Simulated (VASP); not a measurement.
# Be27H2N: single point with LDA

Be27H2N, a slab with vacuum:

```
Be N H
1.0
     6.87000    0.00000    0.00000
     3.43500    5.94960    0.00000
     0.00000    0.00000   17.58843
Be N H
27 1 2
Cartesian
  0.0000 0.0000 1.0000
  2.2900 0.0000 1.0000
  4.5800 0.0000 1.0000
  1.1450 1.9832 1.0000
  3.4350 1.9832 1.0000
  5.7250 1.9832 1.0000
  2.2900 3.9664 1.0000
  4.5800 3.9664 1.0000
  6.8700 3.9664 1.0000
  -0.0839 1.3734 2.9363
  2.2949 1.2423 2.8662
  4.6301 1.3490 2.8607
  1.1800 3.3514 2.8816
  3.3911 3.3255 2.9073
  5.7280 3.2405 2.8589
  2.2736 5.2401 2.8779
  4.6474 5.3378 2.8863
  6.8168 5.3165 2.8887
  -0.0079 -0.0133 5.0620
  2.3323 -0.0289 4.6237
  4.5422 -0.0191 4.6471
  1.2207 2.1143 5.2316
  3.4239 1.9964 4.6966
  5.6357 2.0184 4.7884
  2.3072 3.9629 4.6742
  4.5630 3.9671 4.6950
  6.8505 4.0192 4.6267
  7.0303 1.3403 5.8765
  6.1754 1.8841 6.3468
  7.3291 0.5012 6.5109
```

The cell was built by a generator and needn't be a form met in nature.

```json
{"Program": "VASP 6.6.1", "Task": "single point", "Functional": "LDA", "Potentials or basis": "VASP PAW LDA potentials, release 64 (Be, N, H)", "Cutoff": "520 eV", "k mesh": "2 × 2 × 1", "Occupations": "fermi-dirac, width 0.1 eV", "Spin": "no spin polarisation"}
```

The largest force is 5.424 eV/Å and the band gap on the k mesh is none (metal or under the smearing width).

Forces in eV/Å, atoms in the order of the input:
```
Be  -0.004 -0.017  0.339
Be   0.044 -0.056  0.143
Be  -0.006  0.012  0.244
Be  -0.024  0.005  0.400
Be   0.030  0.101  0.072
Be  -0.098  0.048  0.229
Be   0.093 -0.039 -0.051
Be  -0.082 -0.032  0.117
Be  -0.007  0.003  0.213
Be   0.223 -0.190 -0.978
Be  -0.094  0.208  0.107
Be  -0.013 -0.018  0.189
Be  -0.050 -0.122  0.024
Be   0.059  0.000 -0.127
Be   0.068  0.067  0.159
Be   0.157  0.090  0.108
Be  -0.294  0.031  0.037
Be   0.113 -0.079 -0.204
Be  -0.453 -1.695 -2.657
Be   0.100  0.023  0.062
Be  -0.240 -0.041 -0.181
Be   3.002  1.870 -2.441
Be   0.017  0.096  0.046
Be  -0.182 -0.124 -0.996
Be   0.039  0.080  0.300
Be  -0.080  0.063  0.156
Be   0.080  0.063 -0.124
N   -3.264 -0.712  4.273
H    1.267 -0.861  0.270
H   -0.401  1.226  0.272
```

Levels at points of the mesh, in eV from the Fermi level:
| k point | band 29 | band 30 | band 31 | band 32 | band 33 | band 34 |
| --- | --- | --- | --- | --- | --- | --- |
| (0.00, 0.00, 0.00) | -0.23 | 0.40 | 0.75 | 0.82 | 0.85 | 1.15 |
| (0.50, 0.00, 0.00) | -0.73 | -0.24 | -0.20 | 0.15 | 0.60 | 1.15 |
| (0.50, 0.50, 0.00) | -0.60 | -0.37 | -0.09 | 0.05 | 0.79 | 1.04 |
| (0.00, 0.50, 0.00) | -0.57 | -0.37 | -0.06 | 0.03 | 0.74 | 1.07 |

Wall time 9.6 min on 1 thread of AMD EPYC 7R43 64-Core Processor (Zen 3) (shared host), peak memory 0.58 GiB.

Caveat: the k mesh is coarse (spacing up to 0.53 Å⁻¹), so the values aren't converged.
